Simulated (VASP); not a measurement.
A run of VASP 6.6.1 is set up as follows.

INCAR

```
SYSTEM = MgCd2Te3
ALGO     = Normal         ! electronic algorithm
EDIFF    = 1E-6           ! SCF threshold, eV
EDIFFG   = -0.01          ! ionic threshold
ENCUT    = 520            ! plane-wave cutoff, eV
GGA      = PE             ! functional
IBRION   = 2              ! ionic algorithm
ISIF     = 3              ! what is computed and relaxed
ISMEAR   = 0              ! smearing method
KPAR     = 4            
LASPH    = .True.         ! aspherical terms in the spheres
LCHARG   = .False.        ! write CHGCAR
LREAL    = .False.        ! projectors in reciprocal space
LWAVE    = .False.        ! write WAVECAR
NELM     = 120            ! most SCF steps
NSW      = 90             ! ionic steps
PREC     = Accurate       ! precision mode
SIGMA    = 0.03           ! smearing width, eV
```

KPOINTS

```
k-points
0
Gamma
  8 8 8
  0 0 0
```

Contents of POSCAR:

```
MgCd2Te3
1.0
   -2.3310000000      2.3310000000      9.8210000000
    2.3310000000     -2.3310000000      9.8210000000
    2.3310000000      2.3310000000     -9.8210000000
Mg Cd Te
1 2 3
Direct
    0.0000000000      0.0000000000      0.0000000000
    0.3335709200      0.3335709200      0.0000000000
    0.6664290800      0.6664290800      0.0000000000
    0.9184400800      0.4184400800      0.5000000000
    0.5815599200      0.0815599200      0.5000000000
    0.2500000000      0.7500000000      0.5000000000
```

Potentials or basis: VASP PAW PBE potentials, release 64 (Mg, Cd, Te).

Command:

```console
$ cat potpaw_PBE.64/Mg/POTCAR potpaw_PBE.64/Cd/POTCAR potpaw_PBE.64/Te/POTCAR > POTCAR
$ mpirun -np 4 vasp_std > vasp.out
```

Q: Predict the space group after relaxing (to 0.05 Å).

A: I-4m2 (No. 119).

Q: Estimate the relaxed volume.

A: 35.65 Å³/atom.

Final structure:
```yaml
crystal:
  lattice:
    - [-2.32970, 2.32970, 9.85394]
    - [2.32970, -2.32970, 9.85394]
    - [2.32970, 2.32970, -9.85394]
  atoms:
    - { symbol: Mg, position: [0.00000, 0.00000, 0.00000] }
    - { symbol: Cd, position: [0.33448, 0.33448, 0.00000] }
    - { symbol: Cd, position: [0.66552, 0.66552, 0.00000] }
    - { symbol: Te, position: [0.91937, 0.41937, 0.50000] }
    - { symbol: Te, position: [0.58063, 0.08063, 0.50000] }
    - { symbol: Te, position: [0.25000, 0.75000, 0.50000] }
```
